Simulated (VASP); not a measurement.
Method: PBE GGA, VASP's PBE PAW potentials (set 64) (plane waves; VASP).

VASP ran on this input.

File POSCAR:
```
Na32Cl32
1.0
 11.3688618516   0.0000000000   0.0000000000
  0.0000000000  11.3688618516   0.0000000000
  0.0000000000   0.0000000000  11.3688618516
Na Cl
32 32
direct
  0.5000000000   0.0000000000   0.0000000000
  0.7500000000   0.2500000000   0.0000000000
  0.7500000000   0.0000000000   0.2500000000
  0.0000000000   0.0000000000   0.0000000000
  0.2500000000   0.2500000000   0.0000000000
  0.5000000000   0.5000000000   0.0000000000
  0.7500000000   0.7500000000   0.0000000000
  0.2500000000   0.0000000000   0.2500000000
  0.5000000000   0.2500000000   0.2500000000
  0.7500000000   0.5000000000   0.2500000000
  0.5000000000   0.0000000000   0.5000000000
  0.7500000000   0.2500000000   0.5000000000
  0.7500000000   0.0000000000   0.7500000000
  0.0000000000   0.5000000000   0.0000000000
  0.2500000000   0.7500000000   0.0000000000
  0.0000000000   0.2500000000   0.2500000000
  0.2500000000   0.5000000000   0.2500000000
  0.5000000000   0.7500000000   0.2500000000
  0.0000000000   0.0000000000   0.5000000000
  0.2500000000   0.2500000000   0.5000000000
  0.5000000000   0.5000000000   0.5000000000
  0.7500000000   0.7500000000   0.5000000000
  0.2500000000   0.0000000000   0.7500000000
  0.5000000000   0.2500000000   0.7500000000
  0.7500000000   0.5000000000   0.7500000000
  0.0000000000   0.7500000000   0.2500000000
  0.0000000000   0.5000000000   0.5000000000
  0.2500000000   0.7500000000   0.5000000000
  0.0000000000   0.2500000000   0.7500000000
  0.2500000000   0.5000000000   0.7500000000
  0.5000000000   0.7500000000   0.7500000000
  0.0000000000   0.7500000000   0.7500000000
  0.7500000000   0.2500000000   0.2500000000
  0.0000000000   0.5000000000   0.2500000000
  0.0000000000   0.2500000000   0.5000000000
  0.2500000000   0.2500000000   0.2500000000
  0.5000000000   0.5000000000   0.2500000000
  0.7500000000   0.7500000000   0.2500000000
  0.0000000000   0.0000000000   0.2500000000
  0.5000000000   0.2500000000   0.5000000000
  0.7500000000   0.5000000000   0.5000000000
  0.0000000000   0.7500000000   0.5000000000
  0.7500000000   0.2500000000   0.7500000000
  0.0000000000   0.5000000000   0.7500000000
  0.0000000000   0.2500000000   0.0000000000
  0.2500000000   0.7500000000   0.2500000000
  0.5000000000   0.0000000000   0.2500000000
  0.2500000000   0.5000000000   0.5000000000
  0.5000000000   0.7500000000   0.5000000000
  0.7500000000   0.0000000000   0.5000000000
  0.2500000000   0.2500000000   0.7500000000
  0.5000000000   0.5000000000   0.7500000000
  0.7500000000   0.7500000000   0.7500000000
  0.0000000000   0.0000000000   0.7500000000
  0.5000000000   0.2500000000   0.0000000000
  0.7500000000   0.5000000000   0.0000000000
  0.0000000000   0.7500000000   0.0000000000
  0.2500000000   0.0000000000   0.5000000000
  0.2500000000   0.7500000000   0.7500000000
  0.5000000000   0.0000000000   0.7500000000
  0.2500000000   0.5000000000   0.0000000000
  0.5000000000   0.7500000000   0.0000000000
  0.7500000000   0.0000000000   0.0000000000
  0.2500000000   0.0000000000   0.0000000000
```

**KPOINTS**
```
Automatic mesh
0
Gamma
1 1 1
0 0 0
```

INCAR:
```
! general
SYSTEM=Na32Cl32
PREC  =Normal
ENCUT =400   ! plane-wave cut-off (eV)
LREAL =Auto
LASPH =.TRUE.   ! aspherical one-centre terms

! electronic loop
EDIFF =1E-5   ! SCF stop (eV)
NELM  =100   ! most electronic steps
NELMIN=4
ALGO  =Fast   ! Davidson, then RMM-DIIS

! smearing
ISMEAR=0
SIGMA =0.05   ! width (eV)

! functional
GGA   =PE   ! PBE

! ions
IBRION=2   ! conjugate gradients
NSW   =20   ! most ionic steps
ISIF  =2   ! forces and stress, cell fixed
EDIFFG=-0.03   ! ionic stop

! output
LWAVE =.TRUE.
LCHARG=.FALSE.
```

POTCAR, in this order: Na_pv Cl (PBE.64 set). Program: vasp_gam.

The resulting files:

**OUTCAR**
```
 ion  position               nearest neighbor table
   1  0.500  0.000  0.000-
   2  0.750  0.250  0.000-
   3  0.750  0.000  0.250-
   4  0.000  0.000  0.000-
   5  0.250  0.250  0.000-
   6  0.500  0.500  0.000-
   7  0.750  0.750  0.000-
   8  0.250  0.000  0.250-
   9  0.500  0.250  0.250-
  10  0.750  0.500  0.250-
  11  0.500  0.000  0.500-
  12  0.750  0.250  0.500-
  13  0.750  0.000  0.750-
  14  0.000  0.500  0.000-
  15  0.250  0.750  0.000-
  16  0.000  0.250  0.250-
  17  0.250  0.500  0.250-
  18  0.500  0.750  0.250-
  19  0.000  0.000  0.500-
  20  0.250  0.250  0.500-
  21  0.500  0.500  0.500-
  22  0.750  0.750  0.500-
  23  0.250  0.000  0.750-
  24  0.500  0.250  0.750-
  25  0.750  0.500  0.750-
  26  0.000  0.750  0.250-
  27  0.000  0.500  0.500-
  28  0.250  0.750  0.500-
  29  0.000  0.250  0.750-
  30  0.250  0.500  0.750-
  31  0.500  0.750  0.750-
  32  0.000  0.750  0.750-
  33  0.750  0.250  0.250-
  34  0.000  0.500  0.250-
  35  0.000  0.250  0.500-
  36  0.250  0.250  0.250-
  37  0.500  0.500  0.250-
  38  0.750  0.750  0.250-
  39  0.000  0.000  0.250-
...
```

OSZICAR:
```
       N       E                     dE             d eps       ncg     rms          rms(c)
DAV:   1     0.606472634856E+04    0.60647E+04   -0.20172E+05   600   0.154E+03
DAV:   2     0.871150754609E+03   -0.51936E+04   -0.50522E+04   616   0.441E+02
DAV:   3    -0.120029084856E+03   -0.99118E+03   -0.95880E+03   620   0.202E+02
DAV:   4    -0.220314533051E+03   -0.10029E+03   -0.99679E+02   696   0.560E+01
DAV:   5    -0.223193309417E+03   -0.28788E+01   -0.28685E+01   656   0.103E+01    0.120E+01
RMM:   6    -0.216901739017E+03    0.62916E+01   -0.12109E+01   591   0.470E+00    0.816E+00
RMM:   7    -0.216626246547E+03    0.27549E+00   -0.10483E+01   598   0.388E+00    0.616E+00
RMM:   8    -0.217171191501E+03   -0.54494E+00   -0.20158E+00   616   0.325E+00    0.477E+00
RMM:   9    -0.216804695845E+03    0.36650E+00   -0.61576E-01   683   0.144E+00    0.108E+00
RMM:  10    -0.216811661790E+03   -0.69659E-02   -0.15746E-01   642   0.608E-01    0.290E-01
RMM:  11    -0.216816688189E+03   -0.50264E-02   -0.35626E-02   729   0.316E-01    0.488E-01
RMM:  12    -0.216814828718E+03    0.18595E-02   -0.33411E-03   623   0.117E-01    0.275E-01
RMM:  13    -0.216814401187E+03    0.42753E-03   -0.78488E-03   508   0.106E-01    0.807E-02
RMM:  14    -0.216814286303E+03    0.11488E-03   -0.50851E-04   517   0.518E-02    0.265E-02
RMM:  15    -0.216814300792E+03   -0.14489E-04   -0.14264E-04   555   0.219E-02    0.803E-03
RMM:  16    -0.216814298424E+03    0.23685E-05   -0.34010E-05   462   0.103E-02
   1 F= -.21681430E+03 E0= -.21681430E+03  d E =-.216814E+03
```

File OUTCAR:
```
------------------------ aborting loop because EDIFF is reached ----------------------------------------
  FORCE on cell =-STRESS in cart. coord.  units (eV):
  Direction    XX          YY          ZZ          XY          YZ          ZX
  --------------------------------------------------------------------------------------
  Total       -0.1981789     -0.1981789     -0.1981789      0.0000000     -0.0000000     -0.0000000
  in kB       -0.2160812     -0.2160812     -0.2160812      0.0000000     -0.0000000     -0.0000000
  external PRESSURE =      -0.2160812 kB  Pullay stress =       0.0000000 kB
  volume of cell :     1469.44
      direct lattice vectors                 reciprocal lattice vectors
    11.368861852  0.000000000  0.000000000     0.087959552  0.000000000  0.000000000
     0.000000000 11.368861852  0.000000000     0.000000000  0.087959552  0.000000000
     0.000000000  0.000000000 11.368861852     0.000000000  0.000000000  0.087959552
  FREE ENERGIE OF THE ION-ELECTRON SYSTEM (eV)
  ---------------------------------------------------
  free  energy   TOTEN  =      -216.8142984238 eV

  energy  without entropy=     -216.8142984238  energy(sigma->0) =     -216.81429842

 reached required accuracy - stopping structural energy minimisation
```
(Selected blocks of OUTCAR.)

The supercell is sampled at Γ alone, which is coarse: total energies, pressure and levels can be off, energies of defects by several tenths of an eV.

The cell is a supercell, built from NaCl (rock salt).
